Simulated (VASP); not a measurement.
Level of theory: AM05 GGA, VASP's PBE PAW potentials (set 64) (plane waves; VASP).

Input for VASP

KPOINTS:
```
Automatic mesh
0
Gamma
11 11 6
0 0 0
```

INCAR:
```
LREAL = .False.   ! projection in real space or not
LWAVE = .False.
IBRION = 2
LASPH = .True.
SYSTEM = Gd
SIGMA = 0.1   ! width (eV)
ALGO = Normal   ! blocked Davidson
EDIFFG = -0.01
LCHARG = .False.
LMAXMIX = 6   ! l cut-off of mixed one-centre charges
ISIF = 3
GGA = AM   ! AM05
ENCUT = 520   ! plane-wave cut-off (eV)
NSW = 60   ! most ionic steps
ISMEAR = 1   ! Methfessel-Paxton
EDIFF = 1E-6   ! SCF stop (eV)
PREC = Accurate
NELM = 100
```

POSCAR:
```
Gd
1
    1.7953468716    -3.1096317902     0.0000000000
    1.7953468716     3.1096317902     0.0000000000
    0.0000000000     0.0000000000     5.6322724706
Gd
2
Direct
  0.3333330000   0.6666670000   0.2500000000
  0.6666670000   0.3333330000   0.7500000000
```

POTCAR, in this order: Gd_3 (PBE.64 set). Program: vasp_std.

The run wrote:

OSZICAR:
```
       N       E                     dE             d eps       ncg     rms          rms(c)
DAV:   1     0.395627943743E+02    0.39563E+02   -0.89117E+03  1664   0.123E+03
DAV:   2    -0.776947272349E+01   -0.47332E+02   -0.46273E+02  1829   0.239E+02
DAV:   3    -0.954738841946E+01   -0.17779E+01   -0.16806E+01  2211   0.276E+01
DAV:   4    -0.958137664650E+01   -0.33988E-01   -0.33707E-01  1986   0.376E+00
DAV:   5    -0.958233821286E+01   -0.96157E-03   -0.96121E-03  2424   0.492E-01    0.237E+01
DAV:   6    -0.957671765300E+01    0.56206E-02   -0.23503E-02  1824   0.121E+00    0.142E+01
DAV:   7    -0.958059360196E+01   -0.38759E-02   -0.42588E-02  1774   0.162E+00    0.200E-01
DAV:   8    -0.958013510728E+01    0.45849E-03   -0.23019E-03  1949   0.366E-01    0.635E-02
DAV:   9    -0.958012623870E+01    0.88686E-05   -0.23998E-04  2056   0.116E-01    0.353E-02
DAV:  10    -0.958012401018E+01    0.22285E-05   -0.25355E-05  1978   0.359E-02    0.314E-02
DAV:  11    -0.958012427892E+01   -0.26875E-06   -0.41685E-06  1839   0.160E-02
   1 F= -.95801243E+01 E0= -.95799606E+01  d E =-.958012E+01
       N       E                     dE             d eps       ncg     rms          rms(c)
DAV:   1    -0.958038680094E+01   -0.26279E-03   -0.52568E-03  1684   0.571E-01    0.789E-02
DAV:   2    -0.958022153066E+01    0.16527E-03   -0.32061E-04  1759   0.143E-01    0.408E-02
DAV:   3    -0.958015240171E+01    0.69129E-04   -0.15431E-04  1794   0.942E-02    0.131E-02
DAV:   4    -0.958015094252E+01    0.14592E-05   -0.12132E-05  2044   0.279E-02    0.995E-03
DAV:   5    -0.958015130791E+01   -0.36540E-06   -0.11435E-06  1207   0.658E-03
   2 F= -.95801513E+01 E0= -.95799644E+01  d E =-.270290E-04
```

File OUTCAR:
```
------------------------ aborting loop because EDIFF is reached ----------------------------------------
  FORCE on cell =-STRESS in cart. coord.  units (eV):
  Direction    XX          YY          ZZ          XY          YZ          ZX
  --------------------------------------------------------------------------------------
  Total       -0.0061002     -0.0061002      0.0140036      0.0000000     -0.0000000     -0.0000000
  in kB       -0.1556981     -0.1556981      0.3574229      0.0000000     -0.0000000     -0.0000000
  external PRESSURE =       0.0153422 kB  Pullay stress =       0.0000000 kB
  volume of cell :       62.77
      direct lattice vectors                 reciprocal lattice vectors
     1.793929195 -3.107176302 -0.000000000     0.278717801 -0.160917808  0.000000000
     1.793929195  3.107176302  0.000000000     0.278717801  0.160917808 -0.000000000
     0.000000000  0.000000000  5.630770580     0.000000000 -0.000000000  0.177595586
 POSITION                                       TOTAL-FORCE (eV/Angst)
 -----------------------------------------------------------------------------------
      1.79393      1.03573      1.40769         0.000000     -0.000000      0.000000
      1.79393     -1.03573      4.22308         0.000000      0.000000      0.000000
 -----------------------------------------------------------------------------------
    total drift:                                0.000003      0.000111     -0.000010
  FREE ENERGIE OF THE ION-ELECTRON SYSTEM (eV)
  ---------------------------------------------------
  free  energy   TOTEN  =        -9.5801513079 eV

  energy  without entropy=       -9.5795905726  energy(sigma->0) =       -9.57996440

 reached required accuracy - stopping structural energy minimisation
```
(Selected blocks of OUTCAR.)

### CONTCAR
```
Gd
   1.00000000000000
     1.7939291947943616   -3.1071763024381283   -0.0000000000000000
     1.7939291947943616    3.1071763024381283    0.0000000000000000
     0.0000000000000000    0.0000000000000000    5.6307705798934578
  Gd
     2
Direct
     0.3333330000000032    0.6666669999999968    0.2500000000000000
     0.6666669999999968    0.3333330000000032    0.7500000000000000
```

The 4f electrons are frozen in the core of the lanthanide potential, so 4f levels, which can set the real gap, and their magnetism are missing.

The compound is Gd in the hcp structure. This run relaxes it. Symmetry was kept, so distortions that lower it aren't found. The start is the result of an earlier pass.
